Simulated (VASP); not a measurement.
Here is the system:

```xyz
2
Lattice="2.9494 0.0000 0.0000 0.0000 2.9494 0.0000 0.0000 0.0000 2.9494" Properties=species:S:1:pos:R:3 pbc="T T T"
Ti     0.0000     0.0000     0.0000
Co     1.4747     1.4747     1.4747
```

Calculation: PBE GGA with D4 dispersion, VASP's PBE PAW potentials (set 64) (plane waves; VASP 6.6.1). Numerical set-up: 520 eV cut-off, Gaussian smearing of 0.050 eV, potentials Ti_sv Co.

Give the energies of bands 5 to 13 at the high-symmetry points, in eV from the Fermi level.

```json
[
 {"band": "5", "Γ": "-7.83", "X": "-4.14", "M": "-4.53", "R": "-2.52"},
 {"band": "6", "Γ": "-3.95", "X": "-3.87", "M": "-3.90", "R": "-2.52"},
 {"band": "7", "Γ": "-3.95", "X": "-2.48", "M": "-2.52", "R": "-2.52"},
 {"band": "8", "Γ": "-1.53", "X": "-1.61", "M": "-2.52", "R": "-2.21"},
 {"band": "9", "Γ": "-1.53", "X": "-1.61", "M": "-0.62", "R": "-2.21"},
 {"band": "10", "Γ": "-1.53", "X": "-1.09", "M": "-0.15", "R": "-2.21"},
 {"band": "11", "Γ": "0.79", "X": "-0.86", "M": "0.69", "R": "-0.59"},
 {"band": "12", "Γ": "0.79", "X": "0.14", "M": "0.69", "R": "-0.59"},
 {"band": "13", "Γ": "2.81", "X": "0.64", "M": "1.25", "R": "3.25"}
]
```

It has no gap at this level: it comes out as a metal or semimetal.

The compound is TiCo in the CsCl type structure. It was relaxed first. The run is not spin-polarised, so no magnetic state was tried. The electron count is odd and the run is not spin-polarised, which forces a metal.
